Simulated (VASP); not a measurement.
Write the native input for VASP 6.6.1 that does the following.

| Property | Result |
| --- | --- |
| Task | band structure |
| Functional | optB88-vdW |
| Potentials or basis | VASP PAW PBE potentials, release 64 (Ni, Mo_sv, Pd, Ir, W_sv) |
| Cutoff | 520 eV |
| k mesh | 11 × 11 × 3 |
| Occupations | fermi-dirac, width 0.05 eV |
| Spin | collinear spin, ferromagnetic start |
| Starting moments | [1.0, 1.0, 0.0, 0.6, 0.0] μB |
| Further INCAR settings | ALGO = Normal; EDIFF = 1e-06; NBANDS = 40 |

The system is NiMoIrPdW.

```xyz
5
Lattice="2.3562 -1.4222 0.0138 2.3562 1.4222 0.0138 -2.1950 0.0000 10.9518" Properties=species:S:1:pos:R:3 pbc="T T T"
Ni    1.6932    0.0000    3.2534
Mo   -0.4872    0.0000    9.9981
Pd    0.0947    0.0000    5.3692
Ir    3.2943    0.0000    1.2126
W     1.6984    0.0000    7.6152
```

The cell was built by a generator and needn't be a form met in nature.

The input as run:

POSCAR

```
NiMoIrPdW                               
1.0
    2.3562079069     -1.4221974603      0.0137793652
    2.3562079069      1.4221974603      0.0137793652
   -2.1950205430      0.0000000000     10.9518227462
  Ni              Mo              Pd              Ir              W             
     1     1     1     1     1
Direct
     0.4970858863997395    0.4970858863997395    0.2958167077681452
     0.3214746641502241    0.3214746641502241    0.9121075323370801
     0.2481642649366230    0.2481642649366230    0.4896315298246093
     0.7497630658113005    0.7497630658113005    0.1088343050641057
     0.6835021187021024    0.6835021187021024    0.6936199250060631
```

INCAR.step1

```
PREC = Accurate
ENCUT = 520
EDIFF = 1E-6
ISMEAR = -1
SIGMA = 0.05
LREAL = F
LASPH = T
NELM = 100
ALGO = Normal
ISIF = 2
LWAVE = F
LCHARG = T
ISPIN = 2
MAGMOM = 1 1 0 0.6 0
LORBIT = 11
LMAXMIX = 4
GGA = BO
LUSE_VDW = T
AGGAC = 0.0
PARAM1 = 0.1833333333
PARAM2 = 0.22
NBANDS = 40
KPAR = 4
```

KPOINTS.step1

```
regular mesh
0
Gamma
  11 11 3
```

INCAR.step2

```
PREC = Accurate
ENCUT = 520
EDIFF = 1E-6
ISMEAR = 0
SIGMA = 0.05
LREAL = F
LASPH = T
NELM = 100
ALGO = Normal
ISIF = 2
LWAVE = F
LCHARG = F
ISPIN = 2
MAGMOM = 1 1 0 0.6 0
LORBIT = 11
LMAXMIX = 4
GGA = BO
LUSE_VDW = T
AGGAC = 0.0
PARAM1 = 0.1833333333
PARAM2 = 0.22
NBANDS = 40
KPAR = 4
ICHARG = 11
```

KPOINTS.step2

```
path GYFLI,I1ZF1,YX1,XGN,MG
10
line-mode
reciprocal
 0.0000000000  0.0000000000  0.0000000000  G
-0.5000000000 -0.5000000000  0.0000000000  Y

-0.5000000000 -0.5000000000  0.0000000000  Y
-0.5016370980 -0.5016370980  0.0400768515  F

-0.5016370980 -0.5016370980  0.0400768515  F
-0.5000000000 -0.5000000000  0.5000000000  L

-0.5000000000 -0.5000000000  0.5000000000  L
-0.6610839512 -0.3389160488  0.5000000000  I

-0.3389160488  0.3389160488  0.5000000000  I1
 0.0000000000  0.0000000000  0.5000000000  Z

 0.0000000000  0.0000000000  0.5000000000  Z
-0.4983629020 -0.4983629020  0.9599231485  F1

-0.5000000000 -0.5000000000  0.0000000000  Y
-0.6531734193 -0.3468265807  0.0000000000  X1

-0.3468265807  0.3468265807  0.0000000000  X
 0.0000000000  0.0000000000  0.0000000000  G

 0.0000000000  0.0000000000  0.0000000000  G
-0.5000000000  0.0000000000  0.0000000000  N

-0.5000000000  0.0000000000  0.5000000000  M
 0.0000000000  0.0000000000  0.0000000000  G
```

Potentials or basis: VASP PAW PBE potentials, release 64 (Ni, Mo_sv, Pd, Ir, W_sv).

Command:

```sh
$ cat potpaw_PBE.64/Ni/POTCAR potpaw_PBE.64/Mo_sv/POTCAR potpaw_PBE.64/Pd/POTCAR potpaw_PBE.64/Ir/POTCAR potpaw_PBE.64/W_sv/POTCAR > POTCAR
$ cp INCAR.step1 INCAR
$ cp KPOINTS.step1 KPOINTS
$ mpirun -np 4 vasp_std > vasp.out
$ cp INCAR.step2 INCAR
$ cp KPOINTS.step2 KPOINTS
$ mpirun -np 4 vasp_std > vasp.out
```

It gave:

```yaml
Band_gap_along_the_path: none (metal or under the smearing width)
Net_moment: 0.00 μB per cell
```

Caveat: the log is that of the step along the path at fixed density, whose energy, stress, charges and moments have no meaning; spin-orbit coupling is left out, which moves the levels of the heavy elements.

Run time: 7.7 min on 4 MPI ranks on Intel(R) Xeon(R) Platinum 8488C (Sapphire Rapids) (shared host), peak memory 0.82 GiB a rank.
